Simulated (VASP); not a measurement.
# ZnCo2N4 (Fd-3m) in VASP: single point with PBEsol

Aim: the single point of ZnCo2N4 with PBEsol.

Everything below comes from runs of VASP 6.6.1. Logs are shortened: lines on timing, memory, paths and dates and some standing lists are left out, and cuts for length are marked.

**1. Starting point**

It takes space group Fd-3m (No. 227, cubic). Conventional cell: a = 7.958 Å, b = 7.958 Å, c = 7.958 Å, α = 90.00°, β = 90.00°, γ = 90.00°. Around Zn (site symmetry -43m) lie 4 N at 1.91 Å. Co (site symmetry -3m) has 6 N at 1.89 Å as nearest neighbours. Around N (site symmetry 3m) lie 3 Co at 1.89 Å and 1 Zn at 1.91 Å.

The cell was built by a generator and needn't be a form met in nature.

**2. Single point, PBEsol**

Input file INCAR:

```
  PREC = Accurate
  ENCUT = 520
  EDIFF = 1E-7
  ISMEAR = -1
  SIGMA = 0.1
  LREAL = False
  LASPH = True
  NELM = 100
  ALGO = Fast
  ISIF = 2
  LWAVE = False
  LCHARG = False
  GGA = PS
  NBANDS = 63
```

Input file KPOINTS:

```
regular mesh
0
Gamma
  7 7 7
```

Input file POSCAR:

```
ZnCo2N4
1.0
    0.0000000000      3.9791043400      3.9791043400
    3.9791043400      0.0000000000      3.9791043400
    3.9791043400      3.9791043400      0.0000000000
Zn Co N
2 4 8
Direct
    0.1250000000      0.1250000000      0.1250000000
    0.8750000000      0.8750000000      0.8750000000
    0.5000000000      0.5000000000      0.5000000000
    0.0000000000      0.5000000000      0.5000000000
    0.5000000000      0.5000000000      0.0000000000
    0.5000000000      0.0000000000      0.5000000000
    0.2636000000      0.2636000000      0.2636000000
    0.2908000000      0.7364000000      0.7364000000
    0.2636000000      0.2636000000      0.7092000000
    0.7364000000      0.2908000000      0.7364000000
    0.7092000000      0.2636000000      0.2636000000
    0.7364000000      0.7364000000      0.7364000000
    0.2636000000      0.7092000000      0.2636000000
    0.7364000000      0.7364000000      0.2908000000
```

Potentials or basis: VASP PAW PBE potentials, release 64 (Zn, Co, N).

Run with:

```bash
$ cat potpaw_PBE.64/Zn/POTCAR potpaw_PBE.64/Co/POTCAR potpaw_PBE.64/N/POTCAR > POTCAR
$ mpirun -np 1 vasp_std > vasp.out
```

OUTCAR:

```text
PREC = Accurate
   ENCUT = 520
   EDIFF = 1E-7
   ISMEAR = -1
   LREAL = False
   LASPH = True
   NELM = 100
   ISIF = 2
   GGA = PS

 ion  position               nearest neighbor table
   1  0.125  0.125  0.125-   7 1.91   9 1.91  11 1.91  13 1.91
   2  0.875  0.875  0.875-  12 1.91  10 1.91   8 1.91  14 1.91
   3  0.500  0.500  0.500-   8 1.89   9 1.89  10 1.89  11 1.89  13 1.89  14 1.89   4 2.81   5 2.81
                             6 2.81   5 2.81   6 2.81   4 2.81
   4  0.000  0.500  0.500-   9 1.89  10 1.89  13 1.89  14 1.89   7 1.89  12 1.89   3 2.81   5 2.81
                             6 2.81   3 2.81   5 2.81   6 2.81
   5  0.500  0.500  0.000-   8 1.89  10 1.89  11 1.89  13 1.89  12 1.89   7 1.89   3 2.81   3 2.81
                             4 2.81   6 2.81   6 2.81   4 2.81
   6  0.500  0.000  0.500-   8 1.89   9 1.89  11 1.89  14 1.89  12 1.89   7 1.89   3 2.81   5 2.81
                             3 2.81   4 2.81   5 2.81   4 2.81
   7  0.264  0.264  0.264-   4 1.89   5 1.89   6 1.89   1 1.91
   8  0.291  0.736  0.736-   5 1.89   6 1.89   3 1.89   2 1.91
   9  0.264  0.264  0.709-   4 1.89   6 1.89   3 1.89   1 1.91
  10  0.736  0.291  0.736-   4 1.89   5 1.89   3 1.89   2 1.91
  11  0.709  0.264  0.264-   5 1.89   6 1.89   3 1.89   1 1.91
  12  0.736  0.736  0.736-   4 1.89   5 1.89   6 1.89   2 1.91
  13  0.264  0.709  0.264-   4 1.89   5 1.89   3 1.89   1 1.91
  14  0.736  0.736  0.291-   4 1.89   6 1.89   3 1.89   2 1.91

  LATTYP: Found a face centered cubic cell.
 ALAT       =     7.9582086800

  Lattice vectors:

 A1 = (   0.0000000000,   3.9791043400,   3.9791043400)
 A2 = (   3.9791043400,   0.0000000000,   3.9791043400)
 A3 = (   3.9791043400,   3.9791043400,   0.0000000000)

Analysis of symmetry for initial positions (statically):
=====================================================================
 Subroutine PRICEL returns:
 Original cell was already a primitive cell.

 Routine SETGRP: Setting up the symmetry group for a
 face centered cubic supercell.

 Subroutine GETGRP returns: Found 48 space group operations
 (whereof 12 operations were pure point group operations)
 out of a pool of 48 trial point group operations.

The static configuration has the point symmetry D_3d.
 The point group associated with its full space group is O_h .

Analysis of symmetry for dynamics (positions and initial velocities):
=====================================================================
 Subroutine PRICEL returns:
 Original cell was already a primitive cell.

 Routine SETGRP: Setting up the symmetry group for a
 face centered cubic supercell.

 Subroutine GETGRP returns: Found 48 space group operations
 (whereof 12 operations were pure point group operations)
 out of a pool of 48 trial point group operations.
[... 143 lines left out ...]
  Fermi-wavevector in a.u.,A,eV,Ry     =   1.515699  2.864255 31.257237  2.297342
  Thomas-Fermi vector in A             =   2.625187
   LORBIT       =      0    0 simple, 1 ext, 2 COOP (PROOUT), +10 PAW based schemes
   GGA     = PS    functional components
   LHFCALC =     F    Hartree Fock is set to
   AEXX    =    0.0000 exact exchange contribution
   IVDW    =     0    specifies the selected vdW correction
   LEPSILON=     F    determine dielectric tensor
   LRPA    =     F    only Hartree local field effects (RPA)
 non-spin polarized calculation
 RMM-DIIS sequential band-by-band and
  energy-cutoff  :      520.00
  volume of cell :      126.00
 maximum number of plane-waves:      3411
 NGX is ok and might be reduce to    42
   NGX = 21   NGY = 21   NGZ = 21

 number of electron     100.0000017 magnetization

 Free energy of the ion-electron system (eV)
  ---------------------------------------------------
  ext. energy  EPLUGINS =         0.00000000
  ---------------------------------------------------
  free energy    TOTEN  =       -97.38919934 eV

  energy without entropy =      -97.03433894  energy(sigma->0) =      -97.21176914

 E-fermi :   6.0270     XC(G=0): -12.7370

 val. band max:        5.9923320247   @ k =  -0.2857   0.4286   0.1429
 cond. band min:       6.0294392866   @ k =   0.4286   0.2857   0.0000
 fundamental gap:      0.0371072618
 Fermi energy:         6.0270499674

 k-point     1 :       0.0000    0.0000    0.0000
  band No.  band energies     occupation
      1     -10.9895      2.00000
      2      -8.4027      2.00000
      3      -7.8986      2.00000
      4      -7.8986      2.00000
      5      -7.8986      2.00000
      6      -7.7610      2.00000
[... 1289 lines left out ...]
     61       9.2185      0.00000
     62       9.4370      0.00000
 [bands above 62 left out]

------------------------ aborting loop because EDIFF is reached ----------------------------------------

  FORCE on cell =-STRESS in cart. coord.  units (eV):
  Direction    XX          YY          ZZ          XY          YZ          ZX
  --------------------------------------------------------------------------------------
  -------------------------------------------------------------------------------------
  Total        2.4544575      2.4544575      2.4544575     -0.0000000      0.0000000     -0.0000000
  in kB       31.2090192     31.2090192     31.2090192     -0.0000000      0.0000000     -0.0000000
  external PRESSURE =      31.2090192 kB  Pullay stress =       0.0000000 kB

 VOLUME and BASIS-vectors are now :
 -----------------------------------------------------------------------------
  energy-cutoff  :      520.00
  volume of cell :      126.00
      direct lattice vectors                 reciprocal lattice vectors
     0.000000000  3.979104340  3.979104340    -0.125656418  0.125656418  0.125656418
     3.979104340  0.000000000  3.979104340     0.125656418 -0.125656418  0.125656418
     3.979104340  3.979104340  0.000000000     0.125656418  0.125656418 -0.125656418

 POSITION                                       TOTAL-FORCE (eV/Angst)
 -----------------------------------------------------------------------------------
      0.99478      0.99478      0.99478         0.000000      0.000000     -0.000000
      6.96343      6.96343      6.96343         0.000000      0.000000     -0.000000
      3.97910      3.97910      3.97910         0.000000      0.000000     -0.000000
      3.97910      1.98955      1.98955         0.000000      0.000000     -0.000000
      1.98955      1.98955      3.97910         0.000000      0.000000     -0.000000
      1.98955      3.97910      1.98955         0.000000      0.000000     -0.000000
      2.09778      2.09778      2.09778         0.008376      0.008376      0.008376
      5.86042      4.08734      4.08734        -0.008376      0.008376      0.008376
      3.87087      3.87087      2.09778        -0.008376     -0.008376      0.008376
      4.08734      5.86042      4.08734         0.008376     -0.008376      0.008376
      2.09778      3.87087      3.87087         0.008376     -0.008376     -0.008376
      5.86042      5.86042      5.86042        -0.008376     -0.008376     -0.008376
      3.87087      2.09778      3.87087        -0.008376      0.008376     -0.008376
      4.08734      4.08734      5.86042         0.008376      0.008376     -0.008376
 -----------------------------------------------------------------------------------
    total drift:                                0.000000      0.000000     -0.000000

  FREE ENERGIE OF THE ION-ELECTRON SYSTEM (eV)
  ---------------------------------------------------
  free  energy   TOTEN  =       -97.3891993367 eV

  energy  without entropy=      -97.0343389430  energy(sigma->0) =      -97.21176914
```

stdout:

```text
POSCAR found type information on POSCAR ZnCoN
 POSCAR found :  3 types and      14 ions
 scaLAPACK will be used
 -----------------------------------------------------------------------------
|                                                                             |
|                                                                             |
|     You enforced a specific xc type in the INCAR file but a different       |
|     I HOPE YOU KNOW WHAT YOU ARE DOING!                                     |
|                                                                             |
 -----------------------------------------------------------------------------

 LDA part: xc-table for (Slater+PW92), standard interpolation
 POSCAR, INCAR and KPOINTS ok, starting setup
 FFT: planning ... GRIDC
 FFT: planning ... GRID_SOFT
 FFT: planning ... GRID
 WAVECAR not read
 entering main loop
```

Wall time 5.7 min (1 thread of Intel Xeon Platinum 8259CL at 2.50GHz (Skylake/Cascade Lake), shared host); peak memory 0.33 GiB.

What came out:

```yaml
Free_energy: -97.3892 eV
Pressure: 3.1 GPa
Largest_force: 0.015 eV/Å
Band_gap_on_the_k_mesh: none (metal or under the smearing width)
```

Forces in eV/Å, atoms in the order of the input:
```
Zn   0.000  0.000  0.000
Zn   0.000  0.000  0.000
Co   0.000  0.000  0.000
Co   0.000  0.000  0.000
Co   0.000  0.000  0.000
Co   0.000  0.000  0.000
N    0.008  0.008  0.008
N   -0.008  0.008  0.008
N   -0.008 -0.008  0.008
N    0.008 -0.008  0.008
N    0.008 -0.008 -0.008
N   -0.008 -0.008 -0.008
N   -0.008  0.008 -0.008
N    0.008  0.008 -0.008
```

Caveat: the PAW data sets were made with another functional, which shifts forces and pressure a little; the run has no spin polarisation, though such a crystal can be magnetic. With open d or f shells a metallic result of PBEsol can be an artefact of self-interaction; +U or a hybrid may open a gap.
